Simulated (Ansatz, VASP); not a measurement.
# Zn2Cl3: VASP beside Ansatz

The input INCAR:

```
SYSTEM = Zn2Cl3
PREC = Accurate ; ENCUT = 520
EDIFF = 1E-7 ; ISMEAR = 0
SIGMA = 0.1 ; LREAL = .False.
LASPH = .True. ; NELM = 80
ALGO = Normal ; ISIF = 2
LWAVE = .False. ; LCHARG = .False.
GGA = PE ; NBANDS = 30
```

The input KPOINTS:

```
Automatic mesh
0
Gamma
  6 6 4
  0 0 0
```

POSCAR

```
Zn2Cl3
1.0
    4.2507880678      0.0000000000      0.0000000000
   -2.1253940339      3.6812904528      0.0000000000
    0.0000000000      0.0000000000      6.6135357502
Zn Cl
2 3
Direct
    0.3333333333      0.6666666667      0.2450000000
    0.6666666667      0.3333333333      0.7550000000
    0.0000000000      0.0000000000      0.0000000000
    0.3333333333      0.6666666667      0.6450000000
    0.6666666667      0.3333333333      0.3550000000
```

Input for Ansatz:

```yaml
crystal:
  lattice:
    - [4.2507880678, 0.0, 0.0]
    - [-2.1253940339, 3.6812904528, 0.0]
    - [0.0, 0.0, 6.6135357502]
  atoms:
    - { symbol: Zn, position: [0.3333333333, 0.6666666667, 0.245] }
    - { symbol: Zn, position: [0.6666666667, 0.3333333333, 0.755] }
    - { symbol: Cl, position: [0.0, 0.0, 0.0] }
    - { symbol: Cl, position: [0.3333333333, 0.6666666667, 0.645] }
    - { symbol: Cl, position: [0.6666666667, 0.3333333333, 0.355] }
basis:
  ecutwfc: 420
kpoints:
  mp_grid: { grid: [6, 6, 4] }
hamiltonian:
  xc: pbe
scf:
  occupations: { method: gaussian, width: 0.1 }
  lower_state_search: "off"
output:
  forces: true
  stress: true
  eigenvalues: true
```

Alike in both runs: task single point; functional PBE; k mesh 6 × 6 × 4; occupations gaussian, width 0.1 eV; no spin polarisation.

|  | VASP | Ansatz |
| --- | --- | --- |
| version | VASP 6.6.1 | Ansatz 0.2.0 |
| potentials or method | VASP PAW PBE potentials, release 64 (Zn, Cl) | scalar-relativistic, plane waves, PAW |
| plane-wave cutoff (eV) | 520 | 420 |
| valence electrons in the cell | 45 | 45 |

VASP gave:

```
gap on the k mesh at the Fermi level (eV)       : none
pressure (GPa)                                  : 1.6
largest component of the traceless stress (GPa) : 2.44
rms of the force components (eV/Å)              : 0.204
```

Task: Which values does Ansatz return?

Result: gap on the k mesh at the Fermi level (eV): none; pressure (GPa): 1.6; largest component of the traceless stress (GPa): 2.45; rms of the force components (eV/Å): 0.202.

Atom by atom the forces differ by 0.004 eV/Å (rms over components). A gap of «none» marks a metal or a gap that the smearing closes. The functional is the same, so the differences come from potentials, cutoffs and numerics.

Caveats: an odd number of electrons without spin polarisation forces a metal; a magnetic or distorted state may lie lower.
